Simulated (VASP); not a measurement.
Data:

```yaml
crystal:
  lattice:
    - [-2.77536, 2.77536, 5.49760]
    - [2.77536, -2.77536, 5.49760]
    - [2.77536, 2.77536, -5.49760]
  atoms:
    - { symbol: Ga, position: [0.50000, 0.50000, 0.00000] }
    - { symbol: Ga, position: [0.25000, 0.75000, 0.50000] }
    - { symbol: Cu, position: [0.00000, 0.00000, 0.00000] }
    - { symbol: Cu, position: [0.75000, 0.25000, 0.50000] }
    - { symbol: Se, position: [0.87500, 0.88199, 0.50699] }
    - { symbol: Se, position: [0.11801, 0.62500, 0.99301] }
    - { symbol: Se, position: [0.37500, 0.36801, 0.49301] }
    - { symbol: Se, position: [0.63199, 0.12500, 0.00699] }
```

The numbers are results of PBE GGA, VASP's PBE PAW potentials (set 64) (plane waves; VASP), not measurements. Settings: 500 eV cut-off, 8×8×8 Γ-centred mesh, first-order Methfessel-Paxton smearing of 0.10 eV, potentials Ga_d Cu Se.

Task: What does the run give for the energy per atom (σ→0), pressure, band gap (on the k-mesh) with the smallest direct gap where there is one?

Result: 
```yaml
band gap (on the k-mesh): none (metal, semimetal or under 0.01 eV)
energy per atom (σ→0): -3.869 eV/atom
pressure: 4.96 GPa
```

Total energies compare only between runs with the same potentials, cut-off and functional.

The compound is CuGaSe2 in the chalcopyrite structure. It was relaxed first under an external pressure of 5 GPa.
